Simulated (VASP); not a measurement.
# Be2Au (Fm-3m) in VASP: a series of runs

Runs on Be2Au. Level: PBE. Tasks: single point, relaxation of cell and atoms.

All numbers are computed with VASP 6.6.1; they aren't measurements. Logs are shortened: lines on timing, memory, paths and dates and some standing lists are left out, and cuts for length are marked.

## Step 1: The cell of the first run

Symmetry: Fm-3m, No. 225, cubic system. Conventional cell: a = 5.478 Å, b = 5.478 Å, c = 5.478 Å, α = 90.00°, β = 90.00°, γ = 90.00°. Be (site symmetry -43m) has 4 Au at 2.37 Å as nearest neighbours. Around Au (site symmetry m-3m) lie 8 Be at 2.37 Å.

The cell was built by a generator and needn't be a form met in nature.

## Step 2: Single point, PBE (species swapped into the EuF2 type (Fm-3m, No. 225))

INCAR

```
SYSTEM = Be2Au
PREC = Accurate
ENCUT = 520
EDIFF = 1E-6
ISMEAR = 0
SIGMA = 0.1
LREAL = .FALSE.
LASPH = .TRUE.
NELM = 100
ALGO = Fast
ISIF = 2
LWAVE = .FALSE.
LCHARG = .FALSE.
GGA = PE
NBANDS = 14
```

KPOINTS

```
regular mesh
0
G
  14 14 14
  0 0 0
```

POSCAR

```
Be2Au
1.0
    0.0000000000      2.7388380784      2.7388380784
    2.7388380784      0.0000000000      2.7388380784
    2.7388380784      2.7388380784      0.0000000000
Be Au
2 1
Direct
    0.2500000000      0.2500000000      0.2500000000
    0.7500000000      0.7500000000      0.7500000000
    0.0000000000      0.0000000000      0.0000000000
```

Potentials or basis: VASP PAW PBE potentials, release 64 (Be, Au).

Launch:

```
> cat potpaw_PBE.64/Be/POTCAR potpaw_PBE.64/Au/POTCAR > POTCAR
> mpirun -np 1 vasp_std > vasp.out
```

OUTCAR:

```text
SYSTEM = Be2Au
   PREC = Accurate
   ENCUT = 520
   EDIFF = 1E-6
   ISMEAR = 0
   LREAL = .FALSE.
   LASPH = .TRUE.
   NELM = 100
   ISIF = 2
   GGA = PE

 ion  position               nearest neighbor table
   1  0.250  0.250  0.250-   3 2.37   3 2.37   3 2.37   3 2.37
   2  0.750  0.750  0.750-   3 2.37   3 2.37   3 2.37   3 2.37
   3  0.000  0.000  0.000-   2 2.37   2 2.37   2 2.37   1 2.37   2 2.37   1 2.37   1 2.37   1 2.37

  LATTYP: Found a face centered cubic cell.
 ALAT       =     5.4776761568

  Lattice vectors:

 A1 = (   0.0000000000,   2.7388380784,   2.7388380784)
 A2 = (   2.7388380784,   0.0000000000,   2.7388380784)
 A3 = (   2.7388380784,   2.7388380784,   0.0000000000)

Analysis of symmetry for initial positions (statically):
=====================================================================
 Subroutine PRICEL returns:
 Original cell was already a primitive cell.

 Routine SETGRP: Setting up the symmetry group for a
 face centered cubic supercell.

 Subroutine GETGRP returns: Found 48 space group operations
 (whereof 48 operations were pure point group operations)
 out of a pool of 48 trial point group operations.

The static configuration has the point symmetry O_h .

Analysis of symmetry for dynamics (positions and initial velocities):
=====================================================================
 Subroutine PRICEL returns:
 Original cell was already a primitive cell.

 Routine SETGRP: Setting up the symmetry group for a
 face centered cubic supercell.

 Subroutine GETGRP returns: Found 48 space group operations
 (whereof 48 operations were pure point group operations)
 out of a pool of 48 trial point group operations.

The dynamic configuration has the point symmetry O_h .

 Subroutine INISYM returns: Found 48 space group operations
 (whereof 48 operations are pure point group operations),
 and found     1 'primitive' translations

----------------------------------------------------------------------------------------

                                     Primitive cell

  volume of cell :      41.0893

  direct lattice vectors                    reciprocal lattice vectors
     0.000000000  2.738838078  2.738838078    -0.182559168  0.182559168  0.182559168
     2.738838078  0.000000000  2.738838078     0.182559168 -0.182559168  0.182559168
     2.738838078  2.738838078  0.000000000     0.182559168  0.182559168 -0.182559168

  length of vectors
     3.873301956  3.873301956  3.873301956     0.316201754  0.316201754  0.316201754

  position of ions in fractional coordinates (direct lattice)
     0.250000000  0.250000000  0.250000000
     0.750000000  0.750000000  0.750000000
     0.000000000  0.000000000  0.000000000

  ion indices of the primitive-cell ions
   primitive index   ion index
                 1           1
                 2           2
                 3           3

----------------------------------------------------------------------------------------

 KPOINTS: regular mesh

Automatic generation of k-mesh.
 Grid dimensions read from file:
 generate k-points for:   14   14   14

 Generating k-lattice:

  Cartesian coordinates                     Fractional coordinates (reciprocal lattice)
    -0.013039941  0.013039941  0.013039941     0.071428571  0.000000000  0.000000000
     0.013039941 -0.013039941  0.013039941     0.000000000  0.071428571  0.000000000
     0.013039941  0.013039941 -0.013039941     0.000000000  0.000000000  0.071428571

  Length of vectors
     0.022585840  0.022585840  0.022585840

  Shift w.r.t. Gamma in fractional coordinates (k-lattice)
     0.000000000  0.000000000  0.000000000

 Subroutine IBZKPT returns following result:
 ===========================================

 Found    104 irreducible k-points:

 Following reciprocal coordinates:
            Coordinates               Weight
  0.000000  0.000000  0.000000      1.000000
  0.071429  0.000000  0.000000      8.000000
  0.142857  0.000000  0.000000      8.000000
  0.214286  0.000000  0.000000      8.000000
  0.285714  0.000000  0.000000      8.000000
  0.357143  0.000000  0.000000      8.000000
[... 16 lines left out ...]
  0.214286  0.142857  0.000000     24.000000
  0.285714  0.142857  0.000000     24.000000
 [... further k-points ...]
   k-points           NKPTS =    104   k-points in BZ     NKDIM =    104   number of bands    NBANDS=     14
   number of dos      NEDOS =    301   number of ions     NIONS =      3
   total plane-waves  NPLWV =  27000
   dimension x,y,z NGX =    30 NGY =   30 NGZ =   30
   dimension x,y,z NGXF=    60 NGYF=   60 NGZF=   60
   ions per type =               2   1
   NGX,Y,Z   is equivalent  to a cutoff of  12.88, 12.88, 12.88 a.u.
   NGXF,Y,Z  is equivalent  to a cutoff of  25.75, 25.75, 25.75 a.u.
 SYSTEM =  Be2Au
   PREC   = accura    normal or accurate (medium, high low for compatibility)
   ISTART =      0    job   : 0-new  1-cont  2-samecut
   ICHARG =      2    charge: 1-file 2-atom 10-const
   ISPIN  =      1    spin polarized calculation?
   LNONCOLLINEAR =      F non collinear calculations
   LSORBIT =      F    spin-orbit coupling
   LASPH  =      T    aspherical Exc in radial PAW
   ENCUT  =  520.0 eV  38.22 Ry    6.18 a.u.   7.20  7.20  7.20*2*pi/ulx,y,z
   NELM   =    100;   NELMIN=  2; NELMDL= -5     # of ELM steps
   EDIFF  = 0.1E-05   stopping-criterion for ELM
   LREAL  =      F    real-space projection
   EDIFFG = 0.1E-04   stopping-criterion for IOM
   NSW    =      0    number of steps for IOM
   IBRION =     -1    ionic relax: 0-MD 1-quasi-New 2-CG
   NFREE  =      0    steps in history (QN), initial steepest desc. (CG)
   ISIF   =      2    stress and relaxation
   ISYM   =      2    0-nonsym 1-usesym 2-fastsym
   POTIM  = 0.5000    time-step for ionic-motion
   TEBEG  =    0.0;   TEEND  =   0.0 temperature during run
   PSTRESS=    0.0 pullay stress
   NELECT =      15.0000    total number of electrons
   NUPDOWN=      -1.0000    fix difference up-down
   EMIN   =  10.00;   EMAX   =-10.00  energy-range for DOS
   EFERMI =   0.00;   METHOD = LEGACY
   ISMEAR =     0;   SIGMA  =   0.10  broadening in eV -4-tet -1-fermi 0-gaus
   EFERMI_NEDOS =   21; number of points for ismear=-14 and -15
   IALGO  =     68    algorithm
   IMIX   =      4    mixing-type and parameters
     AMIX     =   0.40;   BMIX     =  1.00
     AMIX_MAG =   1.60;   BMIX_MAG =  1.00
  volume/ion in A,a.u.               =      13.70        92.43
  Fermi-wavevector in a.u.,A,eV,Ry     =   1.170026  2.211029 18.625847  1.368961
  Thomas-Fermi vector in A             =   2.306491
   LORBIT       =      0    0 simple, 1 ext, 2 COOP (PROOUT), +10 PAW based schemes
   GGA     = PE    functional components
   LHFCALC =     F    Hartree Fock is set to
   AEXX    =    0.0000 exact exchange contribution
   IVDW    =     0    specifies the selected vdW correction
   LEPSILON=     F    determine dielectric tensor
   LRPA    =     F    only Hartree local field effects (RPA)
 non-spin polarized calculation
 RMM-DIIS sequential band-by-band and
 Gauss-broadening in eV      SIGMA  =   0.10
  energy-cutoff  :      520.00
  volume of cell :       41.09
 maximum number of plane-waves:      1123
 NGX is ok and might be reduce to    30
   NGX = 15   NGY = 15   NGZ = 15

 number of electron      15.0000000 magnetization

 Free energy of the ion-electron system (eV)
  ---------------------------------------------------
  ext. energy  EPLUGINS =         0.00000000
  ---------------------------------------------------
  free energy    TOTEN  =       -10.44716894 eV

  energy without entropy =      -10.44190585  energy(sigma->0) =      -10.44453740

 E-fermi :   6.0582     XC(G=0): -10.5455

 val. band max:        6.0281024060   @ k =   0.2857   0.0714   0.0000
 cond. band min:       6.0587696187   @ k =  -0.4286   0.2143   0.0000
 fundamental gap:      0.0306672127
 Fermi energy:         6.0581569682

 k-point     1 :       0.0000    0.0000    0.0000
  band No.  band energies     occupation
      1      -3.3225      2.00000
      2      -0.2815      2.00000
      3      -0.2815      2.00000
      4      -0.2815      2.00000
      5       1.0440      2.00000
      6       1.0440      2.00000
      7      12.0769      0.00000
      8      12.0769      0.00000
      9      12.0769      0.00000
     10      12.4326      0.00000
     11      12.4326      0.00000
     12      12.4326      0.00000
     13      12.4755      0.00000
     14      13.6411      0.00000

 k-point     2 :       0.0714    0.0000    0.0000
  band No.  band energies     occupation
      1      -3.2482      2.00000
      2      -0.2846      2.00000
      3      -0.2559      2.00000
      4      -0.2559      2.00000
      5       1.0358      2.00000
      6       1.0358      2.00000
      7      10.6584      0.00000
      8      11.5138      0.00000
      9      11.5138      0.00000
     10      12.5369      0.00000
     11      12.7061      0.00000
     12      12.7061      0.00000
     13      13.0091      0.00000
     14      13.9347      0.00000

 k-point     3 :       0.1429    0.0000    0.0000
  band No.  band energies     occupation
      1      -3.0295      2.00000
      2      -0.2875      2.00000
      3      -0.1863      2.00000
      4      -0.1863      2.00000
      5       1.0190      2.00000
      6       1.0190      2.00000
      7       8.8901      0.00000
      8      10.7518      0.00000
      9      10.7518      0.00000
     10      12.6527      0.00000
     11      12.7307      0.00000
     12      12.7307      0.00000
     13      13.0818      0.00000
     14      14.7144      0.00000

 k-point     4 :       0.2143    0.0000    0.0000
  band No.  band energies     occupation
      1      -2.6827      2.00000
      2      -0.2688      2.00000
      3      -0.0946      2.00000
      4      -0.0946      2.00000
      5       1.0136      2.00000
      6       1.0136      2.00000
      7       7.1456      0.00000
      8      10.0008      0.00000
      9      10.0008      0.00000
     10      12.6044      0.00000
     11      12.6240      0.00000
     12      12.6240      0.00000
     13      13.3095      0.00000
     14      15.2637      0.00000

 k-point     5 :       0.2857    0.0000    0.0000
  band No.  band energies     occupation
      1      -2.2500      2.00000
      2      -0.1805      2.00000
      3      -0.0119      2.00000
      4      -0.0119      2.00000
      5       1.0426      2.00000
      6       1.0426      2.00000
      7       5.5037      2.00000
      8       9.3163      0.00000
      9       9.3163      0.00000
     10      12.4635      0.00000
     11      12.5040      0.00000
[... 276 lines left out ...]
 k-point    22 :       0.1429    0.1429    0.0000
  band No.  band energies     occupation
      1      -2.9302      2.00000
      2      -0.3332      2.00000
      3      -0.1246      2.00000
      4      -0.1246      2.00000
      5       0.9020      2.00000
      6       1.1052      2.00000
      7       9.3958      0.00000
      8       9.3958      0.00000
      9      10.3184      0.00000
     10      11.7216      0.00000
     11      12.7713      0.00000
     12      13.3279      0.00000
     13      13.5393      0.00000
     14      13.5393      0.00000

 k-point    23 :       0.2143    0.1429    0.0000
  band No.  band energies     occupation
      1      -2.6702      2.00000
      2      -0.3491      2.00000
      3      -0.0337      2.00000
      4      -0.0335      2.00000
      5       0.8487      2.00000
      6       1.1317      2.00000
      7       8.1013      0.00000
      8       8.7446      0.00000
      9       9.7598      0.00000
     10      11.7483      0.00000
     11      12.7224      0.00000
     12      13.5536      0.00000
     13      13.6889      0.00000
     14      13.8221      0.00000

 k-point    24 :       0.2857    0.1429    0.0000
  band No.  band energies     occupation
      1      -2.2927      2.00000
      2      -0.3370      2.00000
      3       0.0617      2.00000
      4       0.0641      2.00000
      5       0.8459      2.00000
      6       1.1629      2.00000
      7       6.5071      0.00000
      8       8.1887      0.00000
      9       9.1489      0.00000
     10      11.7432      0.00000
     11      13.1213      0.00000
     12      13.6588      0.00000
     13      13.7206      0.00000
     14      14.1540      0.00000

 [... further k-points ...]

------------------------ aborting loop because EDIFF is reached ----------------------------------------

  FORCE on cell =-STRESS in cart. coord.  units (eV):
  Direction    XX          YY          ZZ          XY          YZ          ZX
  --------------------------------------------------------------------------------------
  -------------------------------------------------------------------------------------
  Total       -0.0558535     -0.0558535     -0.0558535      0.0000000      0.0000000      0.0000000
  in kB       -2.1778715     -2.1778715     -2.1778715      0.0000000      0.0000000      0.0000000
  external PRESSURE =      -2.1778715 kB  Pullay stress =       0.0000000 kB

 VOLUME and BASIS-vectors are now :
 -----------------------------------------------------------------------------
  energy-cutoff  :      520.00
  volume of cell :       41.09
      direct lattice vectors                 reciprocal lattice vectors
     0.000000000  2.738838078  2.738838078    -0.182559168  0.182559168  0.182559168
     2.738838078  0.000000000  2.738838078     0.182559168 -0.182559168  0.182559168
     2.738838078  2.738838078  0.000000000     0.182559168  0.182559168 -0.182559168

 POSITION                                       TOTAL-FORCE (eV/Angst)
 -----------------------------------------------------------------------------------
      1.36942      1.36942      1.36942         0.000000      0.000000      0.000000
      4.10826      4.10826      4.10826        -0.000000     -0.000000     -0.000000
      0.00000      0.00000      0.00000         0.000000     -0.000000      0.000000
 -----------------------------------------------------------------------------------
    total drift:                                0.000000     -0.000000     -0.000000

  FREE ENERGIE OF THE ION-ELECTRON SYSTEM (eV)
  ---------------------------------------------------
  free  energy   TOTEN  =       -10.4471689403 eV

  energy  without entropy=      -10.4419058508  energy(sigma->0) =      -10.44453740
```

Wall time 30 s (1 thread of Intel Xeon 6975P-C (Granite Rapids), shared host); peak memory 0.2 GiB.

Results:

- Free energy: -10.4472 eV
- Pressure: -0.2 GPa
- Band gap on the k mesh: none (metal or under the smearing width)

Spin-orbit coupling is left out, which matters for the levels of Au.

## Step 3: Relaxation of cell and atoms, PBE (species swapped into the EuF2 type (Fm-3m, No. 225))

INCAR

```
SYSTEM = Be2Au
PREC = Accurate
ENCUT = 600
EDIFF = 1E-6
ISMEAR = 0
SIGMA = 0.1
LREAL = .False.
LASPH = .True.
NELM = 100
ALGO = Normal
ISIF = 3
LWAVE = .False.
LCHARG = .False.
GGA = PE
IBRION = 2
NSW = 100
EDIFFG = -0.01
```

KPOINTS

```
regular mesh
0
Gamma
  14 14 14
  0 0 0
```

POSCAR

```
Be2Au
1.0
    0.0000000000      2.7372995831      2.7372995831
    2.7372995831      0.0000000000      2.7372995831
    2.7372995831      2.7372995831      0.0000000000
Be Au
2 1
Direct
    0.2500000000      0.2500000000      0.2500000000
    0.7500000000      0.7500000000      0.7500000000
    0.0000000000      0.0000000000      0.0000000000
```

Potentials or basis: VASP PAW PBE potentials, release 64 (Be, Au).

Launch:

```
> cat potpaw_PBE.64/Be/POTCAR potpaw_PBE.64/Au/POTCAR > POTCAR
> mpirun -np 1 vasp_std > vasp.out
```

Run time: 17 s. Hardware: 1 thread of Intel Xeon 6975P-C (Granite Rapids), shared host; peak memory 0.22 GiB.

It converged, with:

- Free energy: -10.4471 eV
- Pressure after relaxing: 0.1 GPa
- Band gap on the k mesh: none (metal or under the smearing width)

Final structure:
```
CELL_PARAMETERS angstrom
0.00000 2.73730 2.73730
2.73730 0.00000 2.73730
2.73730 2.73730 0.00000
ATOMIC_POSITIONS crystal
Be 0.25000 0.25000 0.25000
Be 0.75000 0.75000 0.75000
Au 0.00000 0.00000 0.00000
```

Levels at points of the mesh, in eV from the Fermi level:
```csv
k point,band 5,band 6,band 7,band 8,band 9,band 10
"(0.00, 0.00, 0.00)",-5.02,-5.02,6.03,6.03,6.03,6.38
"(0.50, 0.00, 0.00)",-4.85,-4.72,-4.36,2.20,2.20,6.17
"(0.50, 0.50, 0.00)",-4.68,-3.78,-3.65,-0.90,-0.90,5.46
```

Caveat: the relaxation stopped at its first step, so nothing moved. The run has no spin-orbit coupling, so splittings on Au are missing.

## Step 4: Single point, PBE (species swapped into the EuF2 type (Fm-3m, No. 225))

INCAR

```
PREC = Accurate ; ENCUT = 520
EDIFF = 1E-7 ; ISMEAR = 0
SIGMA = 0.1 ; LREAL = False
LASPH = True ; NELM = 100
ALGO = Normal ; ISIF = 2
LWAVE = False ; LCHARG = True
GGA = PE ; LELF = True
LVHAR = True ; NBANDS = 14
```

KPOINTS

```
regular mesh
0
Gamma
  6 6 6
```

POSCAR

```
Be2Au
1.0
    0.0000000000      2.5037959100      2.5037959100
    2.5037959100      0.0000000000      2.5037959100
    2.5037959100      2.5037959100      0.0000000000
Be Au
2 1
Direct
    0.2500000000      0.2500000000      0.2500000000
    0.7500000000      0.7500000000      0.7500000000
    0.0000000000      0.0000000000      0.0000000000
```

Launch:

```
> cat potpaw_PBE.64/Be/POTCAR potpaw_PBE.64/Au/POTCAR > POTCAR
> mpirun -np 1 vasp_std > vasp.out
```

It took 4.8 s on 1 thread of Intel Xeon 6975P-C (Granite Rapids), shared host; peak memory 0.15 GiB.

Results (log left out):

```yaml
Free_energy: -9.2373 eV
Pressure: 51.3 GPa
Band_gap_on_the_k_mesh: none (metal or under the smearing width)
```

Levels at points of the mesh, in eV from the Fermi level:
| k point | band 5 | band 6 | band 7 | band 8 | band 9 | band 10 |
| --- | --- | --- | --- | --- | --- | --- |
| (0.00, 0.00, 0.00) | -6.02 | -6.02 | 7.64 | 7.64 | 7.64 | 7.76 |
| (0.50, 0.00, 0.00) | -5.71 | -5.71 | -4.92 | 2.33 | 2.33 | 7.06 |
| (0.50, 0.50, 0.00) | -5.45 | -4.33 | -3.94 | -1.52 | -1.52 | 6.57 |

Caveat: the k mesh is coarse (spacing up to 0.36 Å⁻¹), so the values aren't converged; a pressure of tens of GPa on the cell as given is suspect, and the run, the potentials or the cell itself is likely at fault. Spin-orbit coupling is left out, which matters for the levels of Au.

## Step 5: The runs side by side

```tsv
task	cell	k mesh	cutoff (eV)	mesh quality	gap on the mesh (eV)	pressure (GPa)
single point	species swapped into the EuF2 type (Fm-3m, No. 225)	14 × 14 × 14	520	not flagged	none	-0.2
relaxation of cell and atoms	relaxed from: species swapped into the EuF2 type (Fm-3m, No. 225)	14 × 14 × 14	600	not flagged	none	0.1
single point	species swapped into the EuF2 type (Fm-3m, No. 225)	6 × 6 × 6	520	coarse	none	51.3
```

Alike in all rows: level PBE; potentials or basis VASP PAW PBE potentials, release 64 (Be, Au); no spin polarisation; smearing gaussian 0.1 eV.

Caveats: some runs use coarse meshes; the relaxation stopped at its first step, so nothing moved (some runs); a pressure of tens of GPa on the cell as given is suspect, and the run, the potentials or the cell itself is likely at fault (some runs).

Total energies depend on the potentials used, so only differences within one code and one set of settings carry meaning.
